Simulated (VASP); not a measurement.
# Ti2TeS (P4/mmm) in VASP: a series of runs

One crystal, Ti2TeS, is run at these levels: PBE; tasks: relaxation of cell and atoms.

All numbers are computed with VASP 6.6.1; they aren't measurements. Logs are shortened: lines on timing, memory, paths and dates and some standing lists are left out, and cuts for length are marked.

**1. Starting point**

The structure is tetragonal, space group P4/mmm (No. 123). Conventional cell: a = 3.776 Å, b = 3.776 Å, c = 7.345 Å, α = 90.00°, β = 90.00°, γ = 90.00°. Ti (site symmetry 4mm) has 1 Ti at 2.18 Å as nearest neighbours. Te (site symmetry 4/mmm) is surrounded by 2 Ti at 2.58 Å. S (site symmetry 4/mmm) is surrounded by 8 Ti at 2.88 Å.

The cell was built by a generator and needn't be a form met in nature.

**2. Relaxation of cell and atoms, PBE**

File INCAR:

```
PREC     = Normal         # precision mode
ENCUT    = 520            # plane-wave cutoff, eV
EDIFF    = 1E-4           # SCF threshold, eV
ISMEAR   = 0              # smearing method
SIGMA    = 0.15           # smearing width, eV
LREAL    = F              # projectors in reciprocal space
LASPH    = T              # aspherical terms in the spheres
NELM     = 60             # most SCF steps
ALGO     = Fast           # electronic algorithm
ISIF     = 3              # what is computed and relaxed
LWAVE    = F              # write WAVECAR
LCHARG   = F              # write CHGCAR
GGA      = PE             # functional
IBRION   = 2              # ionic algorithm
NSW      = 24             # ionic steps
EDIFFG   = -0.08          # ionic threshold
```

File KPOINTS:

```
Automatic mesh
0
Gamma
  4 4 2
```

File POSCAR:

```
Ti2TeS
1.0
    3.7764469300      0.0000000000      0.0000000000
    0.0000000000      3.7764469300      0.0000000000
    0.0000000000      0.0000000000      7.3445167400
Ti Te S
2 1 1
Direct
    0.5000000000      0.5000000000      0.6484976000
    0.5000000000      0.5000000000      0.3515024000
    0.5000000000      0.5000000000      0.0000000000
    0.0000000000      0.0000000000      0.5000000000
```

Potentials or basis: VASP PAW PBE potentials, release 64 (Ti_sv, Te, S).

Command:

```bash
$ cat potpaw_PBE.64/Ti_sv/POTCAR potpaw_PBE.64/Te/POTCAR potpaw_PBE.64/S/POTCAR > POTCAR
$ mpirun -np 1 vasp_std > vasp.out
```

OUTCAR:

```text
PREC = Normal
   ENCUT = 520
   EDIFF = 1E-4
   ISMEAR = 0
   LREAL = F
   LASPH = T
   NELM = 60
   ISIF = 3
   GGA = PE
   IBRION = 2
   NSW = 24
   EDIFFG = -0.08

 ion  position               nearest neighbor table
   1  0.500  0.500  0.648-   2 2.18   3 2.58
   2  0.500  0.500  0.352-   1 2.18   3 2.58
   3  0.500  0.500  0.000-   1 2.58   2 2.58
   4  0.000  0.000  0.500-

  LATTYP: Found a simple tetragonal cell.
 ALAT       =     3.7764469300
 C/A-ratio  =     1.9448219123

  Lattice vectors:

 A1 = (   3.7764469300,   0.0000000000,   0.0000000000)
 A2 = (   0.0000000000,   3.7764469300,   0.0000000000)
 A3 = (   0.0000000000,   0.0000000000,   7.3445167400)

Analysis of symmetry for initial positions (statically):
=====================================================================
 Subroutine PRICEL returns:
 Original cell was already a primitive cell.

 Routine SETGRP: Setting up the symmetry group for a
 simple tetragonal supercell.

 Subroutine GETGRP returns: Found 16 space group operations
 (whereof 16 operations were pure point group operations)
 out of a pool of 16 trial point group operations.

The static configuration has the point symmetry D_4h.

Analysis of symmetry for dynamics (positions and initial velocities):
=====================================================================
 Subroutine PRICEL returns:
 Original cell was already a primitive cell.

 Routine SETGRP: Setting up the symmetry group for a
 simple tetragonal supercell.

 Subroutine GETGRP returns: Found 16 space group operations
 (whereof 16 operations were pure point group operations)
 out of a pool of 16 trial point group operations.

The dynamic configuration has the point symmetry D_4h.

 Subroutine INISYM returns: Found 16 space group operations
 (whereof 16 operations are pure point group operations),
 and found     1 'primitive' translations

----------------------------------------------------------------------------------------

                                     Primitive cell

  volume of cell :     104.7442

  direct lattice vectors                    reciprocal lattice vectors
     3.776446930  0.000000000  0.000000000     0.264799167  0.000000000  0.000000000
     0.000000000  3.776446930  0.000000000     0.000000000  0.264799167  0.000000000
[... 91 lines left out ...]
   ISMEAR =     0;   SIGMA  =   0.15  broadening in eV -4-tet -1-fermi 0-gaus
   EFERMI_NEDOS =   21; number of points for ismear=-14 and -15
   IALGO  =     68    algorithm
   IMIX   =      4    mixing-type and parameters
     AMIX     =   0.40;   BMIX     =  1.00
     AMIX_MAG =   1.60;   BMIX_MAG =  1.00
  volume/ion in A,a.u.               =      26.19       176.71
  Fermi-wavevector in a.u.,A,eV,Ry     =   1.146742  2.167028 17.891891  1.315017
  Thomas-Fermi vector in A             =   2.283425
   LORBIT       =      0    0 simple, 1 ext, 2 COOP (PROOUT), +10 PAW based schemes
   GGA     = PE    functional components
   LHFCALC =     F    Hartree Fock is set to
   AEXX    =    0.0000 exact exchange contribution
   IVDW    =     0    specifies the selected vdW correction
   LEPSILON=     F    determine dielectric tensor
   LRPA    =     F    only Hartree local field effects (RPA)
 conjugate gradient relaxation of ions
 non-spin polarized calculation
 RMM-DIIS sequential band-by-band and
 Gauss-broadening in eV      SIGMA  =   0.15
  energy-cutoff  :      520.00
  volume of cell :      104.74
 maximum number of plane-waves:      2838
   NGX = 15   NGY = 15   NGZ = 27

--------------------------------------- Ionic step        1  -------------------------------------------

 number of electron      36.0000051 magnetization

 Free energy of the ion-electron system (eV)
  ---------------------------------------------------
  ext. energy  EPLUGINS =         0.00000000
  ---------------------------------------------------
  free energy    TOTEN  =       -22.84553025 eV

  energy without entropy =      -22.79624389  energy(sigma->0) =      -22.82088707

------------------------ aborting loop because EDIFF is reached ----------------------------------------

  FORCE on cell =-STRESS in cart. coord.  units (eV):
  Direction    XX          YY          ZZ          XY          YZ          ZX
  --------------------------------------------------------------------------------------
  -------------------------------------------------------------------------------------
  Total       -5.6556981     -5.6556981      1.4161142      0.0000000     -0.0000000      0.0000000
  in kB      -86.5100979    -86.5100979     21.6610182      0.0000000     -0.0000000      0.0000000
  external PRESSURE =     -50.4530592 kB  Pullay stress =       0.0000000 kB
[... 370 lines left out ...]
--------------------------------------- Ionic step        3  -------------------------------------------

 number of electron      35.9999986 magnetization

------------------------ aborting loop EDIFF was not reached (unconverged)  ----------------------------

  FORCE on cell =-STRESS in cart. coord.  units (eV):
  Direction    XX          YY          ZZ          XY          YZ          ZX
  --------------------------------------------------------------------------------------
  -------------------------------------------------------------------------------------
  Total       31.5758548     31.5758548     16.3286544      0.0000000      0.0000000     -0.0000000
  in kB      855.0324318    855.0324318    442.1583892      0.0000000      0.0000000     -0.0000000
  external PRESSURE =     717.4077509 kB  Pullay stress =       0.0000000 kB
[... 329 lines left out ...]
     21      16.2138      0.00000
     22      22.3290      0.00000

[... ionic steps 4 to 17 ...]

--------------------------------------- Ionic step       18  -------------------------------------------

 number of electron      35.9999952 magnetization

------------------------ aborting loop because EDIFF is reached ----------------------------------------
[... 71 lines left out ...]
--------------------------------------- Ionic step       20  -------------------------------------------

 number of electron      35.9999956 magnetization

 Free energy of the ion-electron system (eV)
  ---------------------------------------------------
  ext. energy  EPLUGINS =         0.00000000
  ---------------------------------------------------
  free energy    TOTEN  =       -24.43481259 eV

  energy without entropy =      -24.37182323  energy(sigma->0) =      -24.40331791

 E-fermi :   8.5704     XC(G=0): -10.6645

 val. band max:        8.5286307826   @ k =   0.2500   0.2500   0.0000
 cond. band min:       8.5795833248   @ k =   0.2500   0.2500   0.0000
 fundamental gap:      0.0509525422
 Fermi energy:         8.5703636892
[... 329 lines left out ...]
  FREE ENERGIE OF THE ION-ELECTRON SYSTEM (eV)
  ---------------------------------------------------
  free  energy   TOTEN  =       -24.4348125876 eV

  energy  without entropy=      -24.3718232304  energy(sigma->0) =      -24.40331791

 reached required accuracy - stopping structural energy minimisation
```

OSZICAR:

```text
N       E                     dE             d eps       ncg     rms          rms(c)
DAV:   1     0.389963271981E+03    0.38996E+03   -0.18261E+04   536   0.166E+03
DAV:   2     0.268906668370E+02   -0.36307E+03   -0.35840E+03   534   0.473E+02
DAV:   3    -0.200521240264E+02   -0.46943E+02   -0.46135E+02   954   0.146E+02
[... 584 lines left out ...]
RMM:   4    -0.244340729722E+02   -0.13567E-03   -0.15487E-02   712   0.828E-01    0.968E-02
RMM:   5    -0.244344203073E+02   -0.34734E-03   -0.32503E-03   675   0.352E-01    0.827E-02
RMM:   6    -0.244345991744E+02   -0.17887E-03   -0.13512E-03   547   0.219E-01    0.530E-02
RMM:   7    -0.244347545061E+02   -0.15533E-03   -0.92622E-04   518   0.173E-01    0.149E-02
RMM:   8    -0.244348125876E+02   -0.58081E-04   -0.61822E-04   435   0.130E-01
  20 F= -.24434813E+02 E0= -.24403318E+02  d E =-.197818E-02
```

Run time: 12 min. Hardware: 1 thread of Intel Xeon Platinum 8259CL at 2.50GHz (Skylake/Cascade Lake), shared host; peak memory 0.19 GiB.

Results:

- Free energy: -24.4348 eV
- Relaxed volume: 20.03 Å³/atom
- Relaxed cell: a = 3.135 Å, b = 3.135 Å, c = 8.155 Å, α = 90.00°, β = 90.00°, γ = 90.00°
- Space group after relaxing (to 0.05 Å): P4/mmm (No. 123)
- Energy gained by relaxing: 397.3 meV/atom
- Ionic steps: 20
- Pressure after relaxing: -0.2 GPa
- Largest force after relaxing: 0.042 eV/Å
- Band gap on the k mesh: none (metal or under the smearing width)

Forces in eV/Å, atoms in the order of the input:
```
Ti   0.000  0.000 -0.042
Ti   0.000  0.000  0.042
Te   0.000  0.000  0.000
S    0.000  0.000  0.000
```

Step by step:
| step | energy change (eV) | largest force (eV/Å) | pressure (GPa) | volume (Å³) |
| --- | --- | --- | --- | --- |
| 1 | 0.0000 | 0.3700 | -5.05 | 104.74 |
| 2 | -0.7501 | 0.2092 | -3.20 | 92.50 |
| 3 | 4.0170 | 8.5242 | 71.74 | 59.17 |
| 4 | 37.9737 | 1.1578 | 2.33 | 88.11 |
| 5 | 0.0862 | 0.9137 | 2.89 | 87.17 |
| 6 | -0.3188 | 4.2770 | 16.18 | 72.66 |
| 7 | -1.0420 | 1.1699 | 0.65 | 85.86 |
| 8 | -1.1128 | 2.1541 | 5.57 | 79.16 |
| 9 | -1.1336 | 1.8006 | 5.12 | 81.36 |
| 10 | -1.3613 | 1.7484 | 3.94 | 79.54 |
| 11 | -1.3602 | 1.6695 | 4.52 | 78.93 |
| 12 | -1.3668 | 1.7842 | 4.25 | 79.26 |
| 13 | -1.5137 | 0.6489 | -1.03 | 82.60 |
| 14 | -1.5203 | 0.4452 | -2.22 | 83.55 |
| 15 | -1.5544 | 0.3314 | -1.51 | 82.10 |
| 16 | -1.5739 | 0.1673 | -0.21 | 80.51 |
| 17 | -1.5757 | 0.0708 | 0.39 | 79.85 |
| 18 | -1.5871 | 0.0771 | 0.54 | 79.39 |
| 19 | -1.5873 | 0.1012 | 0.70 | 79.32 |
| 20 | -1.5893 | 0.0418 | -0.15 | 80.13 |

Final structure:
```
CELL_PARAMETERS angstrom
3.13458 0.00000 0.00000
0.00000 3.13458 0.00000
0.00000 0.00000 8.15549
ATOMIC_POSITIONS crystal
Ti 0.50000 0.50000 0.66527
Ti 0.50000 0.50000 0.33473
Te 0.50000 0.50000 0.00000
S 0.00000 0.00000 0.50000
```

Caveat: the k mesh is coarse (spacing up to 0.43 Å⁻¹), so the values aren't converged; the volume moved by over 15 % at a fixed basis, so the end points are rough; the relaxation stopped at a loose force limit of 0.08 eV/Å, so its end isn't a converged minimum. Spin-orbit coupling is left out, which matters for the levels of Te.

**3. Relaxation of cell and atoms, PBE**

This run uses another cell than the first one, of 24.31 Å³/atom, 0.928 times its volume.

INCAR is that of step 2.

File KPOINTS:

```
Automatic mesh
0
Gamma
  4 4 4
```

File POSCAR:

```
Ti2TeS
1.0
   -2.8649226100      2.8649226100      2.9614083700
    2.8649226100     -2.8649226100      2.9614083700
    2.8649226100      2.8649226100     -2.9614083700
Ti Te S
2 1 1
Direct
    0.5000000000      0.0000000000      0.5000000000
    0.0000000000      0.5000000000      0.5000000000
    0.0000000000      0.0000000000      0.0000000000
    0.5000000000      0.5000000000      0.0000000000
```

Potentials or basis: VASP PAW PBE potentials, release 64 (Ti_sv, Te, S).

Command:

```bash
$ cat potpaw_PBE.64/Ti_sv/POTCAR potpaw_PBE.64/Te/POTCAR potpaw_PBE.64/S/POTCAR > POTCAR
$ mpirun -np 1 vasp_std > vasp.out
```

It took 6.3 min on 1 thread of Intel Xeon Platinum 8259CL at 2.50GHz (Skylake/Cascade Lake), shared host; peak memory 0.18 GiB.

Results (log left out):

| Property | Result |
| --- | --- |
| Free energy | -23.6107 eV |
| Relaxed volume | 22.79 Å³/atom |
| Relaxed cell | a = 4.999 Å, b = 4.999 Å, c = 4.999 Å, α = 117.71°, β = 117.71°, γ = 94.01° |
| Space group after relaxing (to 0.05 Å) | I4/mmm (No. 139) |
| Energy gained by relaxing | 279.2 meV/atom |
| Ionic steps | 17 |
| Pressure after relaxing | 0.1 GPa |
| Band gap on the k mesh | none (metal or under the smearing width) |

Stress tensor (GPa, compression positive):
```
0.04 0.00 0.00
0.00 0.04 0.00
0.00 0.00 0.13
```

Step by step:
| step | energy change (eV) | largest force (eV/Å) | pressure (GPa) | volume (Å³) |
| --- | --- | --- | --- | --- |
| 1 | 0.0000 | 0.0000 | -9.45 | 97.23 |
| 2 | -0.7659 | 0.0000 | 0.16 | 78.24 |
| 3 | -0.7554 | 0.0000 | 5.38 | 77.98 |
| 4 | -0.8681 | 0.0000 | -2.14 | 85.62 |
| 5 | -0.8707 | 0.0000 | -0.79 | 84.34 |
| 6 | -0.9673 | 0.0000 | 0.18 | 85.53 |
| 7 | -1.0373 | 0.0000 | 3.89 | 88.52 |
| 8 | -1.0848 | 0.0000 | 1.94 | 87.16 |
| 9 | -1.0913 | 0.0000 | 2.29 | 87.54 |
| 10 | -1.1083 | 0.0000 | -0.21 | 92.43 |
| 11 | -1.1122 | 0.0000 | 0.36 | 90.97 |
| 12 | -1.1114 | 0.0000 | 1.06 | 90.27 |
| 13 | -1.1120 | 0.0000 | 0.90 | 90.57 |
| 14 | -1.1136 | 0.0000 | 0.94 | 90.78 |
| 15 | -1.1139 | 0.0000 | 0.94 | 90.88 |
| 16 | -1.1153 | 0.0000 | -0.35 | 91.37 |
| 17 | -1.1170 | 0.0000 | 0.07 | 91.17 |

Final structure:
```
Ti Te S
1.0
    -2.58565    2.58565    3.40928
     2.58565   -2.58565    3.40928
     2.58565    2.58565   -3.40928
Ti Te S
2 1 1
Direct
  0.50000 0.00000 0.50000
  0.00000 0.50000 0.50000
  0.00000 0.00000 0.00000
  0.50000 0.50000 0.00000
```

Levels at points of the mesh, in eV from the Fermi level:
```
           k point  band 14  band 15  band 16  band 17  band 18  band 19  band 20  band 21  band 22
(0.00, 0.00, 0.00)    -2.09    -2.09    -1.61    -1.29    -1.07    -1.07    -0.67    -0.02     1.18
(0.50, 0.00, 0.00)    -3.70    -3.24    -3.09     0.14     0.14     0.21     0.31     0.74     1.15
(0.50, 0.50, 0.00)    -3.88    -3.53    -1.39    -0.79     0.47     0.60     0.90     0.95     1.33
(0.50, 0.50, 0.50)    -1.51    -1.51    -1.22    -0.63     0.05     0.08     0.24     0.24     0.64
```

Caveat: the k mesh is coarse (spacing up to 0.39 Å⁻¹), so the values aren't converged; the relaxation stopped at a loose force limit of 0.08 eV/Å, so its end isn't a converged minimum. Spin-orbit coupling is left out, which matters for the levels of Te.

(Continued in part 2 of 2.)
